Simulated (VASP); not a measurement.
## W(100) in VASP

Wanted: what it costs to take an electron out of W(100), held as cut.

Calculated with VASP 6.6.1; PBE; plane waves and PAW (W).

## 1. The structure

The cell holds 7 atoms: 7 W. Cell: a = 3.160 Å, b = 3.160 Å, c = 27.480 Å, α = 90.0°, β = 90.0°, γ = 90.0°. Vacuum lies along c.

## 2. Vacuum level and density of states

A static run writes the electrostatic potential without exchange and correlation (LVHAR), which is flat in the vacuum and gives the level to count from. The dipole correction cancels the field that unlike faces would set up across the vacuum.

Input file INCAR:

```
SYSTEM = W
PREC = Normal
ENCUT = 300
EDIFF = 1E-06
NELM = 120
ISMEAR = -1
SIGMA = 0.1
LREAL = .FALSE.
ALGO = Fast
GGA = PE
NBANDS = 39
LASPH = .TRUE.
LORBIT = 11
LWAVE = .FALSE.
LCHARG = .TRUE.
IDIPOL = 3
LDIPOL = .TRUE.
DIPOL = 0.5 0.5 0.5
LVHAR = .TRUE.
LVACPOTAV = .TRUE.
LELF = .TRUE.
NEDOS = 1500
```

Input file POSCAR:

```
W
1.0
    3.1600000000      0.0000000000      0.0000000000
    0.0000000000      3.1600000000      0.0000000000
    0.0000000000      0.0000000000     27.4800000000
W
7
Direct
    0.0000000000      0.0000000000      0.3275109170
    0.5000000000      0.5000000000      0.3850072780
    0.0000000000      0.0000000000      0.4425036390
    0.5000000000      0.5000000000      0.5000000000
    0.0000000000      0.0000000000      0.5574963610
    0.5000000000      0.5000000000      0.6149927220
    0.0000000000      0.0000000000      0.6724890830
```

Input file KPOINTS:

```
Automatic mesh
0
Gamma
13 13 1
0 0 0
```

PAW data sets: W (PBE family, release 64).

The run is started by

```sh
$ mpirun -np 2 vasp_std
```

Log:

```text
[banner, memory and clock lines left out]
running    2 mpi-ranks, on    1 nodes
 distrk:  each k-point on    2 cores,    1 groups
 distr:  one band on    1 cores,    2 groups

 POSCAR found type information on POSCAR W
 POSCAR found :  1 types and       7 ions
 LDA part: xc-table for (Slater+PW92), standard interpolation
|                                                                             |
|           W    W    AA    RRRRR   N    N  II  N    N   GGGG   !!!           |
|           W    W   A  A   R    R  NN   N  II  NN   N  G    G  !!!           |
|           W    W  A    A  R    R  N N  N  II  N N  N  G       !!!           |
|           W WW W  AAAAAA  RRRRR   N  N N  II  N  N N  G  GGG   !            |
|           WW  WW  A    A  R   R   N   NN  II  N   NN  G    G                |
|           W    W  A    A  R    R  N    N  II  N    N   GGGG   !!!           |
|                                                                             |
|     The number of bands has been changed from the values supplied in        |
|     The orbitals not found in the WAVECAR file will be initialized with     |
|     random numbers, which is usually adequate. For correlated               |
|     calculations, however, you should redo the groundstate calculation.     |
|     I found NBANDS = 39. Now, NBANDS = 40.                                  |
|                                                                             |

 POSCAR, INCAR and KPOINTS ok, starting setup
 FFT: planning ... GRIDC
 FFT: planning ... GRID_SOFT
 FFT: planning ... GRID
 WAVECAR not read
 entering main loop
       N       E                     dE             d eps       ncg     rms          rms(c)
DAV:   1     0.119578231046E+03    0.11958E+03   -0.11579E+04  2256   0.542E+02
DAV:   2    -0.761691188512E+02   -0.19575E+03   -0.18024E+03  3056   0.163E+02
DAV:   3    -0.920731636475E+02   -0.15904E+02   -0.14994E+02  2816   0.433E+01
DAV:   4    -0.926141918009E+02   -0.54103E+00   -0.52991E+00  3112   0.815E+00
DAV:   5    -0.926304449076E+02   -0.16253E-01   -0.16225E-01  3128   0.130E+00    0.537E+01
RMM:   6    -0.984499786284E+02   -0.58195E+01   -0.19233E+01  2787   0.120E+01    0.266E+01
RMM:   7    -0.166599654952E+03   -0.68150E+02   -0.69693E+01  3671   0.190E+01    0.331E+01
RMM:   8    -0.937218395432E+02    0.72878E+02   -0.51520E+01  3010   0.173E+01    0.196E+01
RMM:   9    -0.870094158407E+02    0.67124E+01   -0.55675E+00  2351   0.846E+00    0.935E+00
RMM:  10    -0.860906380351E+02    0.91878E+00   -0.20813E+00  2557   0.401E+00    0.510E+00
RMM:  11    -0.860873856069E+02    0.32524E-02   -0.32485E-01  2990   0.187E+00    0.485E+00
RMM:  12    -0.860844820684E+02    0.29035E-02   -0.53347E-02  2958   0.698E-01    0.417E+00
RMM:  13    -0.859879379763E+02    0.96544E-01   -0.46949E-02  2703   0.623E-01    0.284E+00
RMM:  14    -0.858814340394E+02    0.10650E+00   -0.15386E-01  3316   0.102E+00    0.107E+00
RMM:  15    -0.858725799146E+02    0.88541E-02   -0.15021E-02  2919   0.409E-01    0.742E-01
RMM:  16    -0.858716892380E+02    0.89068E-03   -0.17745E-02  2750   0.400E-01    0.121E+00
RMM:  17    -0.858701757801E+02    0.15135E-02   -0.41274E-03  2626   0.256E-01    0.331E-01
RMM:  18    -0.858702038417E+02   -0.28062E-04   -0.20849E-03  2730   0.124E-01    0.121E-01
RMM:  19    -0.858701983007E+02    0.55410E-05   -0.41439E-04  2582   0.808E-02    0.144E-01
RMM:  20    -0.858702651281E+02   -0.66827E-04   -0.12823E-04  2822   0.356E-02    0.889E-02
RMM:  21    -0.858702535980E+02    0.11530E-04   -0.52235E-05  2838   0.220E-02    0.480E-02
RMM:  22    -0.858702996405E+02   -0.46043E-04   -0.47534E-05  2858   0.184E-02    0.199E-02
RMM:  23    -0.858703138333E+02   -0.14193E-04   -0.93792E-06  2658   0.119E-02    0.768E-03
RMM:  24    -0.858703292290E+02   -0.15396E-04   -0.37671E-06  2347   0.466E-03    0.471E-03
RMM:  25    -0.858703398782E+02   -0.10649E-04   -0.19803E-06  2031   0.304E-03    0.296E-03
RMM:  26    -0.858703431252E+02   -0.32470E-05   -0.73300E-07  1754   0.216E-03    0.211E-03
RMM:  27    -0.858703452471E+02   -0.21219E-05   -0.48021E-07  1790   0.153E-03    0.117E-03
RMM:  28    -0.858703463011E+02   -0.10541E-05   -0.15643E-07  1203   0.924E-04    0.811E-04
RMM:  29    -0.858703477412E+02   -0.14401E-05   -0.68889E-08  1052   0.819E-04    0.341E-04
RMM:  30    -0.858703478661E+02   -0.12490E-06   -0.19611E-08   732   0.674E-04
|                                                                             |
|           W    W    AA    RRRRR   N    N  II  N    N   GGGG   !!!           |
|           W    W   A  A   R    R  NN   N  II  NN   N  G    G  !!!           |
|           W    W  A    A  R    R  N N  N  II  N N  N  G       !!!           |
|           W WW W  AAAAAA  RRRRR   N  N N  II  N  N N  G  GGG   !            |
|           WW  WW  A    A  R   R   N   NN  II  N   NN  G    G                |
|           W    W  A    A  R    R  N    N  II  N    N   GGGG   !!!           |
|                                                                             |
|     Did not find any points to average over, which means that no vacuum     |
|     field-free region was found. Please increase the size of  your cell     |
|     in the dimension of the dipole correction to obtain accurate            |
|     workfunction values.                                                    |
|                                                                             |

   1 F= -.85870348E+02 E0= -.85762265E+02  d E =-.216166E+00
```

It took 56 s on 2 MPI ranks of AMD EPYC 9R45, shared host; peak memory 0.32 GiB; 1.8 min of CPU time.

Lines that name or quote the potential files are left out of all logs, and their timing lines are given in words.

Parts of OUTCAR (step 2):

```text
ion  position               nearest neighbor table
   1  0.000  0.000  0.328-   2 2.74   2 2.74   2 2.74   2 2.74   3 3.16
   2  0.500  0.500  0.385-   3 2.74   3 2.74   3 2.74   3 2.74   1 2.74   1 2.74   1 2.74   1 2.74
                             4 3.16
   3  0.000  0.000  0.443-   2 2.74   4 2.74   2 2.74   4 2.74   2 2.74   4 2.74   2 2.74   4 2.74
                             5 3.16   1 3.16
   4  0.500  0.500  0.500-   3 2.74   5 2.74   3 2.74   5 2.74   3 2.74   5 2.74   3 2.74   5 2.74
                             2 3.16   6 3.16
   5  0.000  0.000  0.557-   4 2.74   6 2.74   4 2.74   6 2.74   4 2.74   6 2.74   4 2.74   6 2.74
                             3 3.16   7 3.16
   6  0.500  0.500  0.615-   5 2.74   5 2.74   5 2.74   5 2.74   7 2.74   7 2.74   7 2.74   7 2.74
                             4 3.16
   7  0.000  0.000  0.672-   6 2.74   6 2.74   6 2.74   6 2.74   5 3.16

  LATTYP: Found a simple tetragonal cell.
 ALAT       =     3.1600000000
 C/A-ratio  =     8.6962025316

 Subroutine GETGRP returns: Found 16 space group operations
 (whereof 16 operations were pure point group operations)

The static configuration has the point symmetry D_4h.

 Found     28 irreducible k-points:

   k-points           NKPTS =     28   k-points in BZ     NKDIM =     28   number of bands    NBANDS=     40

   dimension x,y,z NGX =    14 NGY =   14 NGZ =  120
   dimension x,y,z NGXF=    28 NGYF=   28 NGZF=  240

   ENCUT  =  300.0 eV  22.05 Ry    4.70 a.u.   4.46  4.46 38.81*2*pi/ulx,y,z

   NELECT =      42.0000    total number of electrons

 k-points in reciprocal lattice and weights: Automatic mesh
   0.00000000  0.00000000  0.00000000       0.006
   0.07692308  0.00000000  0.00000000       0.024
   0.15384615  0.00000000  0.00000000       0.024
   0.23076923  0.00000000  0.00000000       0.024
   0.30769231  0.00000000  0.00000000       0.024
   0.38461538  0.00000000  0.00000000       0.024
   0.46153846  0.00000000  0.00000000       0.024
   0.07692308  0.07692308  0.00000000       0.024
   0.15384615  0.07692308  0.00000000       0.047
[...]
0.46153846  0.38461538  0.00000000       0.047
   0.46153846  0.46153846  0.00000000       0.024

 dipolmoment           0.000000      0.000000     -0.000000 electrons x Angstroem

 average (electrostatic) potential at core
       1 -44.9655       2 -44.8944       3 -45.0422       4 -44.8836       5 -45.0422
       6 -44.8944       7 -44.9655

 E-fermi :   0.6819

 k-point     1 :       0.0000    0.0000    0.0000
  band No.  band energies     occupation
    ...
     20       0.3674      1.91744
     21       0.3682      1.91680
     22       0.4187      1.86586
     23       0.6958      0.93093
     24       0.6958      0.93093
     25       1.3433      0.00268
     26       1.3436      0.00267
     27       1.8045      0.00003
     28       1.8045      0.00003
     29       2.4438      0.00000
    ...

 k-point     2 :       0.0769    0.0000    0.0000
  band No.  band energies     occupation
    ...
     19       0.1130      1.99326
     20       0.3097      1.95279
     21       0.4479      1.82437
     22       0.4671      1.79098
     23       0.6534      1.14187
     24       1.0228      0.06405
     25       1.4200      0.00125
     26       1.4374      0.00105
     27       1.6839      0.00009
     28       1.8525      0.00002
    ...

 k-point     3 :       0.1538    0.0000    0.0000
  band No.  band energies     occupation
    ...
     19      -0.0030      1.99788
     20       0.4355      1.84319
     21       0.5246      1.65660
     22       0.7669      0.59911
     23       0.7808      0.54239
     24       1.4766      0.00071
     25       1.4796      0.00069
     26       1.5845      0.00024
     27       1.7301      0.00006
     28       2.0499      0.00000
    ...

  Total       -7.4065848     -7.4065848     -5.1670296      0.0000000      0.0000000     -0.0000000
  in kB      -43.2451780    -43.2451780    -30.1689809      0.0000000      0.0000000     -0.0000000
  external PRESSURE =     -38.8864456 kB  Pullay stress =       0.0000000 kB

  energy-cutoff  :      300.00
  volume of cell :      274.40
      direct lattice vectors                 reciprocal lattice vectors
     3.160000000  0.000000000  0.000000000     0.316455696  0.000000000  0.000000000
     0.000000000  3.160000000  0.000000000     0.000000000  0.316455696  0.000000000
     0.000000000  0.000000000 27.480000000     0.000000000  0.000000000  0.036390102

 POSITION                                       TOTAL-FORCE (eV/Angst)
 -----------------------------------------------------------------------------------
      0.00000      0.00000      9.00000        -0.000000     -0.000000      1.633482
      1.58000      1.58000     10.58000         0.000000     -0.000000     -1.710313
      0.00000      0.00000     12.16000        -0.000000     -0.000000      0.004192
      1.58000      1.58000     13.74000         0.000000      0.000000      0.000000
      0.00000      0.00000     15.32000         0.000000     -0.000000     -0.004192
      1.58000      1.58000     16.90000         0.000000      0.000000      1.710313
      0.00000      0.00000     18.48000         0.000000      0.000000     -1.633482
 -----------------------------------------------------------------------------------
    total drift:                                0.000000      0.000000     -0.000000

  FREE ENERGIE OF THE ION-ELECTRON SYSTEM (eV)
  ---------------------------------------------------
  free  energy   TOTEN  =       -85.8703478661 eV

  energy  without entropy=      -85.6541823224  energy(sigma->0) =      -85.76226509

 vacuum level on the upper side and lower side of the slab         4.902         4.902

 total charge
# of ion       s       p       d       tot
------------------------------------------
    1        0.634   0.384   4.051   5.070
    2        0.686   0.689   4.222   5.597
    3        0.682   0.719   4.222   5.623
    4        0.677   0.721   4.254   5.651
    5        0.682   0.719   4.222   5.623
    6        0.686   0.689   4.222   5.597
    7        0.634   0.384   4.051   5.070
--------------------------------------------------
tot          4.680   4.306  29.244  38.230

[... 3 further parts left out ...]
```

The data set W keeps the semicore shell frozen, which is cheaper and a little less accurate.

Numbers from this step:

- electronic cycles: 30
- electrons: 42
- free energy (TOTEN): -85.8703 eV
- energy at zero smearing: -85.7623 eV
- Fermi energy: 0.6819 eV
- labelled metallic, from the levels on this mesh: yes
- DOS at the Fermi level: 6.646 states/eV/cell
- dipole moment: 0, 0, 0 e·Å
- vacuum levels: 4.902, 4.902 eV
- work functions of the upper and lower face: 4.220, 4.220 eV

The density of states has structure finer than the step of the table below, so its rows give means over 1 eV, whole bins alone (the curve runs from -10.1 to 7.93 eV). Peaks (eV: height): total -3.0: 10.0, -2.1: 9.73, 1.6: 9.55, 3.2: 10.9; W s -7.1: 0.640, -5.9: 1.32, -4.9: 1.22, -4.1: 1.08; W p -4.1: 0.635, -1.9: 1.33, 3.6: 0.455; W d -3.0: 8.56, -0.4: 5.88, 1.9: 7.75, 3.1: 9.99.

Means over bins of 0.062 eV. Density of states against energy, zero at the Fermi level; means over each step; values in states/eV/cell:

| energy (eV) | total | W s | W p | W d |
| --- | --- | --- | --- | --- |
| -9 | 0.183 | 0.150 | 0.00734 | 8.5e-4 |
| -8 | 0.479 | 0.361 | 0.0399 | 0.0124 |
| -7 | 0.806 | 0.530 | 0.0969 | 0.0753 |
| -6 | 2.70 | 1.13 | 0.255 | 1.06 |
| -5 | 4.99 | 1.12 | 0.422 | 3.02 |
| -4 | 5.99 | 0.784 | 0.513 | 4.09 |
| -3 | 8.41 | 0.149 | 0.743 | 7.09 |
| -2 | 9.03 | 0.225 | 1.17 | 6.94 |
| -1 | 5.66 | 0.128 | 0.745 | 4.14 |
| 0 | 6.33 | 0.141 | 0.550 | 4.66 |
| 1 | 6.98 | 0.152 | 0.548 | 5.22 |
| 2 | 8.70 | 0.142 | 0.485 | 7.25 |
| 3 | 9.25 | 0.150 | 0.263 | 8.40 |
| 4 | 5.94 | 0.244 | 0.413 | 4.57 |
| 5 | 2.65 | 0.134 | 0.271 | 1.62 |
| 6 | 1.10 | 0.0908 | 0.158 | 0.540 |
| 7 | 0.427 | 0.0772 | 0.0681 | 0.174 |

The planar average of the electrostatic potential oscillates, so the rows of the table below give means over windows of 1.6 Å about each position, cut where the curve ends. Its maxima inside the range that stand out by 2 % of the span (Å: eV): 9.7: -6.67, 11.3: -7.27, 12.9: -7.16, 14.5: -7.16, 16.1: -7.27, 17.7: -6.67. Its minima: 9.0: -7.81, 10.6: -8.46, 12.1: -8.52, 13.7: -8.42, 15.3: -8.52, 16.8: -8.46, 18.4: -7.81.

Zero at the Fermi level. Planar average of the electrostatic potential against height; means over each step:

| height (Å) | planar average of the electrostatic potential (eV) |
| --- | --- |
| 0.80 | 4.22 |
| 2.40 | 4.22 |
| 4.00 | 4.22 |
| 5.60 | 4.19 |
| 7.20 | 2.93 |
| 8.80 | -5.74 |
| 10.40 | -7.58 |
| 12.00 | -7.82 |
| 13.60 | -7.73 |
| 15.20 | -7.81 |
| 16.80 | -7.69 |
| 18.40 | -6.61 |
| 20.00 | 1.92 |
| 21.60 | 4.15 |
| 23.20 | 4.22 |
| 24.80 | 4.22 |
| 26.40 | 4.22 |

Density of states in the PAW spheres, an atom over height of the layer and energy from the Fermi level.

Ten even steps from '0' (0.03 states/eV) to '9' (1.92 states/eV), each cell a mean:
```
5121215
8221228
9312139
6312136
3333333
4455544
5676765
5665665
5755575
3778773
2444442
3532353
3443443
1444441
1344431
0233320
0223220
0111110
0000000
0000000
0000000
0000000
```
Columns: height of the layer (Å) from 9 to 18.5; rows upwards: energy from the Fermi level (eV) from -7.9 to 0.5.

Force by atom:

| atom | x (eV/Å) | y (eV/Å) | z (eV/Å) | size |
| --- | --- | --- | --- | --- |
| W1 | 0.00 | 0.00 | 1.63 | 1.63 |
| W2 | 0.00 | 0.00 | -1.71 | 1.71 |
| W3 | 0.00 | 0.00 | 0.00 | 0.00 |
| W4 | 0.00 | 0.00 | 0.00 | 0.00 |
| W5 | 0.00 | 0.00 | 0.00 | 0.00 |
| W6 | 0.00 | 0.00 | 1.71 | 1.71 |
| W7 | 0.00 | 0.00 | -1.63 | 1.63 |

Valence density in the ca plane at fractional y = 0.000, with atoms of W within 0.2 Å of it. It is the smooth field of the valence electrons, not physical close to the nuclei.

Ten even steps from '0' (0.00 e/Å³) to '9' (0.91 e/Å³), each cell a mean:
```
01478654323577753333577643234578731000000000
01355554333455543333555543334555421000000000
00123333323333333333333333233333210000000000
00112232222332233223322332223322110000000000
00122333223333333223333332223332210000000000
01234443333444443333444433333444310000000000
01367654333566653333566643334567621000000000
01489644323478743233578643234579731000000000
```
Columns run along c (16.0 Å, from fractional 0.27 to 0.85 of the cell), rows up along a (3.2 Å). Atoms in or near the plane, at fractional coordinates: W at (0.33, 0.00), W at (0.44, 0.00), W at (0.56, 0.00), W at (0.67, 0.00).

Electrostatic potential energy in the ca plane at fractional y = 0.000, with atoms of W within 0.2 Å of it. With pseudopotentials it is smooth inside the atoms' cores, unlike the true potential.

Values in eV, 5 rows by 16 columns, each cell a mean:
```
 -5 -25 -14  -1 -22 -19  -1 -19 -22  -1 -14 -25  -5   4   5   5
  1  -8  -3   1  -7  -5   1  -5  -7   1  -3  -8   1   4   5   5
  3   0   1   1   0   1   1   1   0   1   1   0   3   5   5   5
 -1 -13  -6   0 -12  -9   1  -9 -12   0  -6 -13  -1   4   5   5
 -6 -27 -17  -2 -25 -22  -1 -22 -25  -2 -17 -27  -6   4   5   5
```
Columns run along c (16.0 Å, from fractional 0.27 to 0.85 of the cell; values clipped at the 3rd and 97th percentile), rows up along a (3.2 Å). Atoms in or near the plane, at fractional coordinates: W at (0.33, 0.00), W at (0.44, 0.00), W at (0.56, 0.00), W at (0.67, 0.00).

ELF in the ca plane at fractional y = 0.000, with atoms of W within 0.2 Å of it. It is the smooth field of the valence electrons, not physical close to the nuclei.

Ten even steps from '0' (0.00) to '9' (0.53), each cell a mean:
```
11100014784200014873100024863000111110000100
23321146997520247996410257986311333221000000
45544468999753479999643589998644555431100000
56777888889987899889987899789887776532100000
56665678889865689999855799888765666432100000
34432357998631258997521368997422344321000000
22210025885310035885200136874200122211000000
11100002673100002762000014762000011110000000
```
Columns run along c (16.0 Å, from fractional 0.27 to 0.85 of the cell), rows up along a (3.2 Å). Atoms in or near the plane, at fractional coordinates: W at (0.33, 0.00), W at (0.44, 0.00), W at (0.56, 0.00), W at (0.67, 0.00).

Only the dipole across the slab is computed (IDIPOL = 3); zeros along the plane are no results.

The density of states holds every band computed, so its fall toward the upper end of the range is no gap.

The map of layer states is cut here 0.5 eV above the Fermi level, so it leaves out the states above that.

The vacuum level lies 4.22 eV above the Fermi level at the upper face; both faces agree, as the slab has next to no dipole.

The program found no field-free point at its default tolerance, but its printed level agrees with the flat part of the planar average.

On this mesh the fine structure of the density of states is sampling noise, and high empty states may be cut by the number of bands.

## 3. Putting the energies together

This step: slab, PBE; plane waves and PAW (VASP 6.6.1).

Derived from the runs above.

## 4. Results

```yaml
work_function_of_the_slab: 4.22 eV
```

What this shows: The work function is 4.22 eV at both faces. Spin-orbit coupling is left out, which matters for the heavy elements here. No atom was relaxed. The cell in the plane was kept as given and was not relaxed here.

[Lines on the potential files, build, host, timing and source positions are cut from VASP's logs without a mark.]

[Logs are printed without paths, hosts, clocks, repeated set-up lines and the standing remarks that a program may print on its own settings, such as how far it seeks lower states.]

[Hosts, paths, dates, database ids (printed as entryN), source tags and the programs' standing remarks are cut or masked in the printed files.]

[In band tables of VASP the shares of atoms and orbitals are scaled to a sum of 1 inside the atoms' spheres.]

[Runs that stopped without an error message from VASP are left out.]
